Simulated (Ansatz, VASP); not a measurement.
# Al3Si2As3 in two plane-wave programs

Aim: how closely do two programs agree when they are given the same cell, functional and k mesh? The cell is generated by rule, not measured, and may not be a known phase. The cell is taken from a series of runs on this material, whose earlier steps may have relaxed, scaled, displaced or heated it; both programs get it as it stands.

Calculated with Ansatz 0.2.0; plane waves, with VASP 6.6.1 beside it; single point at LDA.

The structure was built from a prototype and need not be the compound's stable phase.

### Step 1. Set-up

Symmetry: Pmm2, No. 25, orthorhombic system. The conventional cell has a = 3.962 Å, b = 3.962 Å, c = 11.205 Å, α = 90.00°, β = 90.00°, γ = 90.00°. Nearest to Al lie 2 Si at 2.43 Å and 2 As at 2.43 Å. Nearest to Al lie 4 As at 2.43 Å. Nearest to As lie 4 Al at 2.43 Å. As has 4 Al at 2.43 Å nearest. Nearest to As lie 2 Al at 2.43 Å and 2 Si at 2.43 Å. Farther neighbours are not listed.

Coordinates:

```xyz
8
Lattice="2.8013 2.8013 0.0000 -2.8013 2.8013 0.0000 0.0000 0.0000 11.2050" Properties=species:S:1:pos:R:3 pbc="T T T"
Al    0.0000    0.0000    0.0000
Al    0.0000    2.8013    2.8013
Al    0.0000    0.0000    5.6025
As    1.4006    1.4006    1.4006
As   -1.4006    1.4006    4.2019
As    1.4006    1.4006    7.0031
Si    0.0000    2.8013    8.4038
Si   -1.4006    1.4006    9.8044
```

### Step 2. VASP: single point, LDA

With cell and atoms fixed, the geometry can't cause a difference; cores, projectors, grids and the points listed under the comparison can.

Lines of VASP's logs that name or quote its potential files are left out, and so is its time.

INCAR

```
SYSTEM = Al3Si2As3
PREC = Accurate
ENCUT = 500
EDIFF = 1E-06
NELM = 120
ISMEAR = 0
SIGMA = 0.1
LREAL = .FALSE.
ALGO = Normal
GGA = PW92
NBANDS = 24
LORBIT = 11
LWAVE = .FALSE.
LCHARG = .FALSE.
ISIF = 2
LASPH = .TRUE.
GGA_COMPAT = .FALSE.
KPAR = 2
```

POSCAR

```
Al3Si2As3
1.0
    2.8012500000      2.8012500000      0.0000000000
   -2.8012500000      2.8012500000      0.0000000000
    0.0000000000      0.0000000000     11.2050000000
Al As Si
3 3 2
Direct
    0.0000000000      0.0000000000      0.0000000000
    0.5000000000      0.5000000000      0.2500000000
    0.0000000000      0.0000000000      0.5000000000
    0.5000000000      0.0000000000      0.1250000000
    0.0000000000      0.5000000000      0.3750000000
    0.5000000000      0.0000000000      0.6250000000
    0.5000000000      0.5000000000      0.7500000000
    0.0000000000      0.5000000000      0.8750000000
```

KPOINTS

```
Automatic mesh
0
Gamma
4 4 2
0 0 0
```

PAW data sets: Al, As and Si (LDA family, release 64).

On the command line:

```sh
mpirun -np 2 vasp_std
```

Numbers of over 12 decimals in the logs are rounded to 6 here.

Log:

```text
[banner, memory and clock lines left out]
running    2 mpi-ranks, on    1 nodes
 distrk:  each k-point on    1 cores,    2 groups
 distr:  one band on    1 cores,    1 groups

 POSCAR found type information on POSCAR AlAsSi
 POSCAR found :  3 types and       8 ions
|                                                                             |
|               ----> ADVICE to this user running VASP <----                  |
|                                                                             |
|     You enforced a specific xc type in the INCAR file but a different       |
|     [... a line on the potential file left out ...]
|     I HOPE YOU KNOW WHAT YOU ARE DOING!                                     |
|                                                                             |

 LDA part: xc-table for (Slater(with rela. corr.)+PW92), standard interpolation
 POSCAR, INCAR and KPOINTS ok, starting setup
 FFT: planning ... GRIDC
 FFT: planning ... GRID_SOFT
 FFT: planning ... GRID
 WAVECAR not read
 entering main loop
       N       E                     dE             d eps       ncg     rms          rms(c)
DAV:   1     0.883346349786E+02    0.88335E+02   -0.11457E+04   864   0.103E+03
DAV:   2    -0.356862833417E+02   -0.12402E+03   -0.11621E+03  1184   0.156E+02
DAV:   3    -0.435437946686E+02   -0.78575E+01   -0.77850E+01  1120   0.396E+01
DAV:   4    -0.436732664558E+02   -0.12947E+00   -0.12937E+00  1032   0.617E+00
DAV:   5    -0.436759688058E+02   -0.27024E-02   -0.27016E-02  1128   0.864E-01    0.753E+00
DAV:   6    -0.425889698631E+02    0.10870E+01   -0.12039E+00  1080   0.491E+00    0.436E+00
DAV:   7    -0.423562769134E+02    0.23269E+00   -0.11063E+00  1104   0.417E+00    0.127E+00
DAV:   8    -0.423376157928E+02    0.18661E-01   -0.19907E-01   992   0.246E+00    0.836E-01
DAV:   9    -0.423238211745E+02    0.13795E-01   -0.29749E-02  1048   0.100E+00    0.221E-01
DAV:  10    -0.423237729079E+02    0.48267E-04   -0.60945E-03  1112   0.350E-01    0.141E-01
DAV:  11    -0.423237882883E+02   -0.15380E-04   -0.90293E-04  1040   0.132E-01    0.989E-02
DAV:  12    -0.423237242595E+02    0.64029E-04   -0.95907E-05  1080   0.453E-02    0.329E-02
DAV:  13    -0.423236919476E+02    0.32312E-04   -0.12095E-04  1072   0.554E-02    0.158E-02
DAV:  14    -0.423236902075E+02    0.17401E-05   -0.30593E-05  1032   0.286E-02    0.784E-03
DAV:  15    -0.423236904499E+02   -0.24242E-06   -0.19638E-06   864   0.687E-03
   1 F= -.42323690E+02 E0= -.42318976E+02  d E =-.942860E-02
```

OUTCAR, selected parts (step 2):

```text
ion  position               nearest neighbor table
   1  0.000  0.000  0.000-   4 2.43   8 2.43   8 2.43   4 2.43
   2  0.500  0.500  0.250-   4 2.43   5 2.43   4 2.43   5 2.43
   3  0.000  0.000  0.500-   5 2.43   6 2.43   5 2.43   6 2.43
   4  0.500  0.000  0.125-   1 2.43   2 2.43   2 2.43   1 2.43
   5  0.000  0.500  0.375-   2 2.43   3 2.43   3 2.43   2 2.43
   6  0.500  0.000  0.625-   3 2.43   7 2.43   7 2.43   3 2.43
   7  0.500  0.500  0.750-   6 2.43   8 2.43   6 2.43   8 2.43
   8  0.000  0.500  0.875-   1 2.43   7 2.43   1 2.43   7 2.43

  LATTYP: Found a simple tetragonal cell.
 ALAT       =     3.9615657416
 C/A-ratio  =     2.8284271247

 Subroutine GETGRP returns: Found  4 space group operations
 (whereof  4 operations were pure point group operations)

The static configuration has the point symmetry C_2v.

 Found     18 irreducible k-points:

   k-points           NKPTS =     18   k-points in BZ     NKDIM =     18   number of bands    NBANDS=     24

   dimension x,y,z NGX =    30 NGY =   30 NGZ =   84
   dimension x,y,z NGXF=    60 NGYF=   60 NGZF=  168

   ENCUT  =  500.0 eV  36.75 Ry    6.06 a.u.   7.22  7.22 20.43*2*pi/ulx,y,z

   NELECT =      32.0000    total number of electrons

 k-points in reciprocal lattice and weights: Automatic mesh
   0.00000000  0.00000000  0.00000000       0.031
   0.25000000  0.00000000  0.00000000       0.062
   0.00000000  0.25000000  0.00000000       0.062
   0.50000000  0.00000000  0.00000000       0.031
   0.00000000  0.50000000  0.00000000       0.031
   0.25000000  0.25000000  0.00000000       0.125
   0.50000000  0.25000000  0.00000000       0.062
  -0.25000000  0.50000000  0.00000000       0.062
   0.50000000  0.50000000  0.00000000       0.031
[...]
-0.25000000  0.50000000  0.50000000       0.062
   0.50000000  0.50000000  0.50000000       0.031

 average (electrostatic) potential at core
       1 -73.3112       2 -73.9746       3 -74.1897       4 -52.4896       5 -52.7542
       6 -53.3211       7 -86.6979       8 -85.4127

 E-fermi :   4.9631

 k-point     1 :       0.0000    0.0000    0.0000
  band No.  band energies     occupation
    ...
     13       3.1727      2.00000
     14       4.2833      2.00000
     15       4.3419      2.00000
     16       4.8934      1.67592
     17       4.9820      0.78941
     18       5.5347      0.00000
     19       6.2337      0.00000
     20       6.4437      0.00000
     21       6.9375      0.00000
     22       7.7414      0.00000
    ...

 k-point     2 :       0.2500    0.0000    0.0000
  band No.  band energies     occupation
    ...
     12       2.6874      2.00000
     13       2.7525      2.00000
     14       3.2921      2.00000
     15       3.3646      2.00000
     16       4.8940      1.67141
     17       5.4456      0.00000
     18       6.6010      0.00000
     19       7.3070      0.00000
     20       7.9805      0.00000
     21       7.9948      0.00000
    ...

 k-point     3 :       0.0000    0.2500    0.0000
  band No.  band energies     occupation
    ...
     12       2.8444      2.00000
     13       3.1249      2.00000
     14       3.2797      2.00000
     15       3.2891      2.00000
     16       4.1215      2.00000
     17       6.0236      0.00000
     18       6.8627      0.00000
     19       7.2811      0.00000
     20       7.5777      0.00000
     21       7.8148      0.00000
    ...

  Total        0.3479258      0.3479258     -0.9969565     -0.4898657      0.0000000      0.0000000
  in kB        3.1699438      3.1699438     -9.0832484     -4.4631551      0.0000000      0.0000000
  external PRESSURE =      -0.9144536 kB  Pullay stress =       0.0000000 kB

  energy-cutoff  :      500.00
  volume of cell :      175.85
      direct lattice vectors                 reciprocal lattice vectors
     2.801250000  2.801250000  0.000000000     0.178491745  0.178491745  0.000000000
    -2.801250000  2.801250000  0.000000000    -0.178491745  0.178491745  0.000000000
     0.000000000  0.000000000 11.205000000     0.000000000  0.000000000  0.089245872

 POSITION                                       TOTAL-FORCE (eV/Angst)
 -----------------------------------------------------------------------------------
      0.00000      0.00000      0.00000         0.000000      0.000000     -0.400654
      0.00000      2.80125      2.80125         0.000000      0.000000     -0.216825
      0.00000      0.00000      5.60250         0.000000      0.000000     -0.194539
      1.40063      1.40063      1.40063        -0.000000     -0.000000      0.229095
     -1.40063      1.40063      4.20188         0.000000      0.000000      0.237160
      1.40063      1.40063      7.00312         0.000000      0.000000      0.172792
      0.00000      2.80125      8.40375        -0.000000     -0.000000      1.061376
     -1.40063      1.40063      9.80438         0.000000      0.000000     -0.888405
 -----------------------------------------------------------------------------------
    total drift:                                0.000000     -0.000000      0.000020

  FREE ENERGIE OF THE ION-ELECTRON SYSTEM (eV)
  ---------------------------------------------------
  free  energy   TOTEN  =       -42.3236904499 eV

  energy  without entropy=      -42.3142618535  energy(sigma->0) =      -42.31897615

 total charge
# of ion       s       p       d       tot
------------------------------------------
    1        0.419   0.407   0.000   0.826
    2        0.412   0.387   0.000   0.799
    3        0.413   0.392   0.000   0.804
    4        1.201   1.712   0.026   2.939
    5        1.200   1.718   0.026   2.944
    6        1.210   1.647   0.037   2.894
    7        0.771   0.835   0.000   1.605
    8        0.769   0.939   0.000   1.708
--------------------------------------------------
tot          6.394   8.037   0.088  14.519

[... 3 further parts left out ...]
```

The gap is under twice the smearing width, so the edge states are partly filled and the run can't tell a small gap from a semimetal.

### Step 3. Ansatz: single point, LDA

Ansatz runs on its default PAW (the set named soft_2) files.

The same cell, functional (in two slightly different forms), mesh and smearing now go to Ansatz, which takes its cutoff from its data sets.

input.yaml

```yaml
crystal:
  lattice:
    - [2.80125, 2.80125, 0.0]
    - [-2.80125, 2.80125, 0.0]
    - [0.0, 0.0, 11.205]
  atoms:
    - { symbol: Al, position: [0.0, 0.0, 0.0] }
    - { symbol: Al, position: [0.5, 0.5, 0.25] }
    - { symbol: Al, position: [0.0, 0.0, 0.5] }
    - { symbol: As, position: [0.5, 1.0, 0.125] }
    - { symbol: As, position: [0.0, 0.5, 0.375] }
    - { symbol: As, position: [0.5, 1.0, 0.625] }
    - { symbol: Si, position: [0.5, 0.5, 0.75] }
    - { symbol: Si, position: [0.0, 0.5, 0.875] }
kpoints:
  mp_grid: { grid: [4, 4, 2] }
hamiltonian:
  xc: lda
scf:
  occupations: { method: gaussian, width: 0.1 }
output:
  forces: true
  stress: true
  eigenvalues: true
```

On the command line:

```sh
ansatz run input.yaml --threads 8 --pin off --max-ram 14336MiB --backend cpu --events-out ev --progress --plain --runs-dir out
```

Log:

```text
Engine: ansatz 0.2.0, aarch64-unknown-linux-gnu
Pseudopotentials: kind: paw
Pseudopotential: Al, paw, valence charge 3, recommended cutoff 420 eV (normal), Al.paw.azcp
Pseudopotential: As, paw, valence charge 15, recommended cutoff 420 eV (normal), As.paw.azcp
Pseudopotential: Si, paw, valence charge 4, recommended cutoff 420 eV (normal), Si.paw.azcp
Functional definition: SPW92
  exchange = slater_x
  correlation = pw_c
Crystal: 8 atoms, lattice volume = 175.851 Å³
Basis set: ecut = 420 eV, 3413 PW (Γ)
Bands: 39, of which v1, the nominal top of the filled ones, is band 31 counted from 1 (30 counted from 0)
Symmetry: 4 space group operations
Space group: Pmm2 (ITA 25), of the structure as read, at distance tolerance 5.6e-5 Å
k-points: 18 of 32
Non-local potential: Al, projectors of the file, l = 0: 2, l = 1: 2, l = 2: 1
Non-local potential: As, projectors of the file, l = 0: 2, l = 1: 2, l = 2: 3, l = 3: 1
Non-local potential: Si, projectors of the file, l = 0: 2, l = 1: 2, l = 2: 2
PAW form: soft (Blöchl's): semilocal exchange-correlation on the pseudo side does not see the compensation charge
PAW frozen core: Al, regenerated for the run's functional, and the local potential with it (the file was generated under x = pbe(κ = 0.804, μ = 0.219515), c = pbe(β = 0.066725))
PAW frozen core: As, regenerated for the run's functional, and the local potential with it (the file was generated under x = pbe(κ = 0.804, μ = 0.219515), c = pbe(β = 0.066725))
PAW frozen core: Si, regenerated for the run's functional, and the local potential with it (the file was generated under x = pbe(κ = 0.804, μ = 0.219515), c = pbe(β = 0.066725))
PAW one-centre angular grid: Al, 110 points (default); XC on 64 Gauss nodes
PAW one-centre angular grid: As, 590 points (default); XC on 64 Gauss nodes
PAW one-centre angular grid: Si, 110 points (default); XC on 64 Gauss nodes
Initial density: superposition of atomic densities (neutral atoms: chi_scale 0, normalization atom), corrected by the library's trained network
Initial wavefunctions: pseudopotential atomic-orbital guess
Functional: x = slater, c = lda
SCF iter   1: F=—  HF=-17078.659252 eV  |F-HF|=—  |Δ(HF+E_count)|=         —  Δρ=4.02e-3  dr2=3.33e-2  ethr=1.77e-3  ⟨swp⟩=6.3  Hψ=3009  notcnv=0
preconditioner: auto → Resta (q_TF=auto, 2.293 Å⁻¹)  ε∞=4.8  [insulator: Δε(μ)=0.118 eV  Ē_g=8.165 eV  σ=0.100 eV  W_gap=0.57  n_scr=32 (ndim 8)  ℏωp=15.8 eV  f_vac=0.000  D(μ)=1.40/eV (n_scr^D=4)  ε∞_Penn≈4.8]
SCF iter   2: F=—  HF=-17078.653352 eV  |F-HF|=—  |Δ(HF+E_count)|=   5.90e-3  Δρ=2.36e-3  dr2=7.32e-3  ethr=5.38e-5  ⟨swp⟩=1.1  Hψ=847  notcnv=0
preconditioner: auto → Kerker (q_TF=auto, 2.293 Å⁻¹)  [metal: Δε(μ)=0.027 eV  Ē_g=8.159 eV  σ=0.100 eV  W_gap=0.15  n_scr=32 (ndim 8)  ℏωp=15.8 eV  f_vac=0.000  D(μ)=2.02/eV (n_scr^D=4)]
SCF iter   3: F=—  HF=-17078.652393 eV  |F-HF|=—  |Δ(HF+E_count)|=   9.58e-4  Δρ=1.20e-3  dr2=1.90e-3  ethr=1.18e-5  ⟨swp⟩=1.1  Hψ=649  notcnv=0
SCF iter   4: F=—  HF=-17078.652143 eV  |F-HF|=—  |Δ(HF+E_count)|=   2.51e-4  Δρ=1.52e-4  dr2=1.15e-4  ethr=3.06e-6  ⟨swp⟩=2.1  Hψ=959  notcnv=0
SCF iter   5: F=—  HF=-17078.652120 eV  |F-HF|=—  |Δ(HF+E_count)|=   2.27e-5  Δρ=7.39e-5  dr2=3.36e-5  ethr=1.86e-7  ⟨swp⟩=2.0  Hψ=1099  notcnv=0
SCF iter   6: F=—  HF=-17078.652121 eV  |F-HF|=—  |Δ(HF+E_count)|=   1.52e-6  Δρ=2.85e-5  dr2=7.05e-6  ethr=5.42e-8  ⟨swp⟩=2.0  Hψ=1016  notcnv=0
SCF iter   7: F=—  HF=-17078.652121 eV  |F-HF|=—  |Δ(HF+E_count)|=   9.05e-7  Δρ=9.61e-6  dr2=1.31e-6  ethr=1.14e-8  ⟨swp⟩=2.9  Hψ=1131  notcnv=0
SCF iter   8: F=—  HF=-17078.652120 eV  |F-HF|=—  |Δ(HF+E_count)|=   2.02e-7  Δρ=4.85e-6  dr2=3.48e-7  ethr=2.12e-9  ⟨swp⟩=2.0  Hψ=1067  notcnv=0
SCF iter   9: F=-17078.652120 eV  HF=-17078.652120 eV  |F-HF|=1.13e-7  |Δ(HF+E_count)|=   2.75e-8  Δρ=2.53e-6  dr2=8.16e-8  ethr=1.61e-10  ⟨swp⟩=9.3  Hψ=2967  notcnv=0
SCF 1 converged in 9 iterations: F = -17078.652120 eV  dr2 = 8.16e-8
  greatest PAW one-centre occupation: 0.999 electrons in one spin orbital (limit 2), on the As atom at site 5 (counted from 0), in its partial waves of l = 2
SCF converged after 9 iterations
Free energy (F): -17078.652120 eV
Harris-Foulkes:  -17078.652120 eV  (|F-HF|=1.13e-7)
Internal energy: -17078.642490 eV  (E = F + TS)
E sigma→0 (E₀):  -17078.647305 eV
Entropy (-TS):   -0.009630 eV (-1.204 meV/atom)
Fermi energy:    6.831458 eV
--- Per-component energies (eV) ---
  E_band       = -817.969729
  E_kinetic    = 463.170433
  E_local      = -7239.891439  (includes V_loc(G=0)·N_el)
  E_nonlocal   = -1908.223362
  E_hartree    = 3813.776152
  E_xc         = -464.650138
  E_vxc        = -421.180623  (∫ρ·V_xc dr)
  E_paw        = -7564.708657  (= ΣΔE_a)
  E_vpaw       = 660.606510  (= ΣTr[D̂ρ^β])
  E_aug_tail   = 0.000025  (compensation charges beyond the density's cutoff)
  E_ewald      = -4184.677005
  E_core_change = 6.561501  (= ΣΔE_core)
  E_smearing   = -0.009630  (= −TS)
  E_closure    = 0.000000  (closes the sum)
  Σ components = -17078.652120   (vs F -17078.652120, Δ=0.00e0)
--- Forces (eV/Å), atoms counted from 1 ---
  atom   1  Al    -0.00000000    -0.00000000    -0.37414877
  atom   2  Al    -0.00000000    -0.00000000    -0.21755950
  atom   3  Al     0.00000000     0.00000000    -0.19830891
  atom   4  As    -0.00000000    -0.00000000     0.23242674
  atom   5  As     0.00000000     0.00000000     0.23881236
  atom   6  As    -0.00000000     0.00000000     0.17276626
  atom   7  Si     0.00000000    -0.00000000     1.03175805
  atom   8  Si    -0.00000000    -0.00000000    -0.88568387
  max |Σ_I F_I| component: 6.24e-5 eV/Å
--- Stress (GPa, compression-positive) ---
        0.075623      -0.437762      -0.000000
       -0.437762       0.075623      -0.000000
       -0.000000      -0.000000      -1.146437
  P = ⅓ Tr σ = -0.3317 GPa (-3.317 kbar)
--- Band table (eV; the first three rows and the last of 18) ---
  k-point 0: bands = [... 27 lower, 5.0450, 6.1500, 6.2104, 6.7622, 6.8501, 7.4099, 8.1090, 8.3150, ... 4 higher]
  k-point 1: bands = [... 27 lower, 5.2722, 5.4143, 5.8531, 6.5318, 7.0987, 7.3590, 8.1857, 8.6142, ... 4 higher]
  k-point 2: bands = [... 27 lower, 4.9961, 5.1519, 5.1610, 5.9913, 7.8981, 8.7295, 9.1514, 9.4331, ... 4 higher]
  k-point 17: bands = [... 27 lower, 3.2799, 3.5454, 3.9864, 4.0729, 8.0069, 8.4382, 8.4519, 8.5119, ... 4 higher]
```

The run ends at a pressure of -0.33 GPa, with forces up to 1.0 eV/Å.

### Step 4. Side by side

Known differences besides the potentials themselves: the data sets hold 62 valence electrons in Ansatz (on its default PAW (the set named soft_2) files) and 32 in VASP; the cutoff is 420 eV in Ansatz and 500 eV in VASP; VASP's log shows a relativistic correction to its local exchange, Ansatz's none. Total energies have different zeros and are not compared.

Compared:

| quantity | Ansatz | VASP | difference |
| --- | --- | --- | --- |
| pressure (GPa) | -0.33 | -0.09 | -0.24 |

Forces (eV/Å; atoms numbered as in POSCAR):

| atom | Ansatz x, y, z | VASP x, y, z |
| --- | --- | --- |
| Al1 | 0.000, 0.000, -0.374 | 0.000, 0.000, -0.401 |
| Al2 | 0.000, 0.000, -0.218 | 0.000, 0.000, -0.217 |
| Al3 | 0.000, 0.000, -0.198 | 0.000, 0.000, -0.195 |
| As4 | 0.000, 0.000, 0.232 | 0.000, 0.000, 0.229 |
| As5 | 0.000, 0.000, 0.239 | 0.000, 0.000, 0.237 |
| As6 | 0.000, 0.000, 0.173 | 0.000, 0.000, 0.173 |
| Si7 | 0.000, 0.000, 1.032 | 0.000, 0.000, 1.061 |
| Si8 | 0.000, 0.000, -0.886 | 0.000, 0.000, -0.888 |

The forces differ by 8.2 meV/Å r.m.s., which is 2.7 % of the r.m.s. force of 0.310 eV/Å (both taken over all components). Our record labels this cell a metal in Ansatz alone; each run is judged by its own test, so with a small gap or wide smearing the label says little about the levels.

### Step 5. Outcome

| Property | Result |
| --- | --- |
| r.m.s. force difference (single point, LDA) | 2.7 % of the r.m.s. force |

What this shows: The r.m.s. force difference is 2.7 % of the r.m.s. force (single point, LDA), within the 3 % picked in this series as the mark of a large difference. The data sets hold unlike numbers of valence electrons (62 in Ansatz and 32 in VASP), so part of the differences comes from the potentials. How closely two codes agree says nothing of how well the functional describes the real material.

[Lines on the potential files, build, host, timing and source positions are cut from VASP's logs without a mark.]

[Logs are printed without paths, hosts, clocks, repeated set-up lines and the standing remarks that a program may print on its own settings, such as how far it seeks lower states.]

[Hosts, paths, dates, database ids (printed as entryN), source tags and the programs' standing remarks are cut or masked in the printed files.]
